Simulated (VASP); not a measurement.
PbS (rock salt), at 1.04 of the tabulated volume:

```yaml
crystal:
  lattice:
    - [0.00000, 3.00908, 3.00908]
    - [3.00908, 0.00000, 3.00908]
    - [3.00908, 3.00908, 0.00000]
  atoms:
    - { symbol: Pb, position: [0.00000, 0.00000, 0.00000] }
    - { symbol: S, position: [0.50000, 0.50000, 0.50000] }
```

The lowest empty band near L, direction along the valley's axis, from mBJ (TB09) with spin-orbit coupling in VASP (PAW); its two spin partners are averaged. The gap over the points computed is 0.79 eV, and the next band on that side lies 1.51 eV away at the edge.

Numerical set-up: 400 eV cut-off, 9×9×9 Γ-centred mesh, Gaussian smearing of 0.050 eV, potentials Pb_d S.

```tsv
distance from the edge in k (1/Å)	distance in energy (meV)
0.018	4.8
0.025	9.2
0.035	17.9
0.050	35.9
0.070	68.4
```

### Question
Fit E(1 + αE) = ħ²k²/2m* (ħ²/2m0 = 3.810 eV Å²) and predict the row at 0.095 1/Å.

### Answer
Least squares on the energies gives the electron mass m* = 0.257 m0 and α = 0.93 per eV, and so 120.5 meV. The run gave 120.7 meV, +0.2 meV from the fit.

Left out are points under 3 meV from the edge, since the levels carry 0.1 meV, and points farther than half the way to the next band.

The compound is PbS in the rock salt structure. The cell was not relaxed at this level.
